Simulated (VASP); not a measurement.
Data:

```yaml
crystal:
  lattice:
    - [0.00000, 2.29047, 2.29047]
    - [2.29047, 0.00000, 2.29047]
    - [2.29047, 2.29047, 0.00000]
  atoms:
    - { symbol: Na, position: [0.00000, 0.00000, 0.00000] }
    - { symbol: F, position: [0.50000, 0.50000, 0.50000] }
```

These are PBE GGA, VASP's PBE PAW potentials (set 64) (plane waves; VASP) values and carry that method's errors. Settings: 400 eV cut-off, 6×6×6 Γ-centred mesh, Fermi-Dirac smearing of 0.020 eV, potentials Na_pv F.

At this cut-off the stress carries a Pulay error, which pulls relaxed volumes low.

**Question.** Give the stress tensor in GPa (positive for a compressed cell).

**Answer.** 
```
-3.52   0.00   0.00
 0.00  -3.52   0.00
 0.00   0.00  -3.52
```
The pressure is its mean diagonal, -3.52 GPa.

The structure comes from a computed database's NaF entry; how it stands against other phases isn't given here. The cell was not relaxed at this level.
